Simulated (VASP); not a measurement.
**Rb3Na: single point with LDA**

Rb3Na:

```
Rb Na
1.0
     6.76060    0.00000    0.00000
     0.00000    6.76060    0.00000
     0.00000    0.00000    6.76060
Rb Na
3 1
Cartesian
  0.0000 3.3803 3.3803
  3.3803 0.0000 3.3803
  3.3803 3.3803 0.0000
  0.0000 0.0000 0.0000
```

The cell comes from a database or a generator and needn't be the stable form of this composition.

* Program: VASP 6.6.1
* Task: single point
* Functional: LDA
* Potentials or basis: VASP PAW LDA potentials, release 64 (Rb_sv, Na_pv)
* Cutoff: 520 eV
* k mesh: 4 × 4 × 4
* Occupations: methfessel-paxton, width 0.1 eV
* Spin: no spin polarisation

The pressure is -0.5 GPa and the band gap on the k mesh is none (metal or under the smearing width).

Levels at points of the mesh, in eV from the Fermi level:
| k point | band 13 | band 14 | band 15 | band 16 | band 17 | band 18 | band 19 | band 20 | band 21 | band 22 |
| --- | --- | --- | --- | --- | --- | --- | --- | --- | --- | --- |
| (0.00, 0.00, 0.00) | -12.82 | -12.82 | -12.82 | -2.14 | 0.34 | 1.08 | 1.08 | 1.53 | 1.53 | 1.53 |
| (0.50, 0.00, 0.00) | -12.86 | -12.83 | -12.83 | -1.21 | -1.14 | 1.13 | 1.48 | 1.48 | 1.82 | 2.07 |
| (0.50, 0.50, 0.00) | -12.86 | -12.83 | -12.82 | -0.54 | -0.28 | -0.28 | -0.12 | 1.64 | 2.06 | 2.34 |
| (0.50, 0.50, 0.50) | -12.82 | -12.82 | -12.82 | -0.34 | 0.36 | 0.36 | 0.36 | 0.74 | 0.74 | 0.74 |

Wall time 51 s on 1 thread of Intel(R) Xeon(R) Platinum 8259CL CPU @ 2.50GHz (Skylake/Cascade Lake) (shared host), peak memory 0.29 GiB.
